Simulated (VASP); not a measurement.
Output of a VASP run:

OSZICAR:
```
       N       E                     dE             d eps       ncg     rms          rms(c)
DAV:   1     0.534132832988E+02    0.53413E+02   -0.50040E+03  1813   0.160E+03
DAV:   2    -0.930512207636E+00   -0.54344E+02   -0.54268E+02  1771   0.299E+02
DAV:   3    -0.252244963716E+01   -0.15919E+01   -0.15809E+01  2037   0.654E+01
DAV:   4    -0.257332052220E+01   -0.50871E-01   -0.50370E-01  2800   0.102E+01
DAV:   5    -0.257380215438E+01   -0.48163E-03   -0.47308E-03  2149   0.582E-01    0.232E+00
DAV:   6    -0.255208490914E+01    0.21717E-01   -0.44518E-02  1988   0.604E+00    0.117E+00
DAV:   7    -0.254696883357E+01    0.51161E-02   -0.14700E-02  1932   0.323E+00    0.253E-01
DAV:   8    -0.254658287000E+01    0.38596E-03   -0.56364E-04  2058   0.668E-01    0.360E-02
DAV:   9    -0.254658798860E+01   -0.51186E-05   -0.13103E-05  2170   0.357E-02    0.130E-02
DAV:  10    -0.254658839125E+01   -0.40265E-06   -0.48565E-06  1414   0.266E-02
   1 F= -.25465884E+01 E0= -.25395703E+01  d E =-.140362E-01
```

OUTCAR:
```
------------------------ aborting loop because EDIFF is reached ----------------------------------------
  FORCE on cell =-STRESS in cart. coord.  units (eV):
  Direction    XX          YY          ZZ          XY          YZ          ZX
  --------------------------------------------------------------------------------------
  Total        0.3850900      0.3850900      0.2533964      0.0000000     -0.0000000      0.0000000
  in kB       23.7199907     23.7199907     15.6081982      0.0000000     -0.0000000      0.0000000
  external PRESSURE =      21.0160599 kB  Pullay stress =       0.0000000 kB
  volume of cell :       26.01
      direct lattice vectors                 reciprocal lattice vectors
    -1.619957000  1.619957000  2.477943000     0.000000000  0.308650168  0.201780267
     1.619957000 -1.619957000  2.477943000     0.308650168  0.000000000  0.201780267
     1.619957000  1.619957000 -2.477943000     0.308650168  0.308650168  0.000000000
 POSITION                                       TOTAL-FORCE (eV/Angst)
 -----------------------------------------------------------------------------------
      0.00000      0.00000      0.00000         0.000000     -0.000000      0.000000
 -----------------------------------------------------------------------------------
    total drift:                                0.000000     -0.000000      0.000000
  FREE ENERGIE OF THE ION-ELECTRON SYSTEM (eV)
  ---------------------------------------------------
  free  energy   TOTEN  =        -2.5465883913 eV

  energy  without entropy=       -2.5325521761  energy(sigma->0) =       -2.53957028
```
(Selected blocks of OUTCAR.)

File POSCAR:
```
In
1
   -1.6199570000     1.6199570000     2.4779430000
    1.6199570000    -1.6199570000     2.4779430000
    1.6199570000     1.6199570000    -2.4779430000
In
1
Direct
  0.0000000000   0.0000000000   0.0000000000
```

Q: Write an INCAR and KPOINTS that could have produced this output.

A: Several could match; the one computed here: the input of the run itself, PBE GGA, plane waves, VASP's PBE PAW potentials (set 64).

### INCAR
```
SYSTEM  =  In
PREC  =  Accurate; ENCUT  =  300; LREAL  =  F
LASPH  =  T; NBANDS  =  7
EDIFF  =  1E-6; NELM  =  100; ALGO  =  Normal
LMAXMIX  =  4
ISMEAR  =  0; SIGMA  =  0.272
GGA  =  PE
ISIF  =  2
LWAVE  =  F; LCHARG  =  F
```

### KPOINTS
```
Automatic mesh
0
Gamma
11 11 11
0 0 0
```

POTCAR, in this order: In_d (PBE.64 set). Program: vasp_std.

At this cut-off the stress carries a Pulay error, which pulls relaxed volumes low.

The structure comes from a computed database's In entry; how it stands against other phases isn't given here. The cell was not relaxed at this level. The run is one of a series of settings (NBANDS = 7 against the base run), some of them coarse on purpose. VASP warned that the highest band is occupied, so more bands are needed.
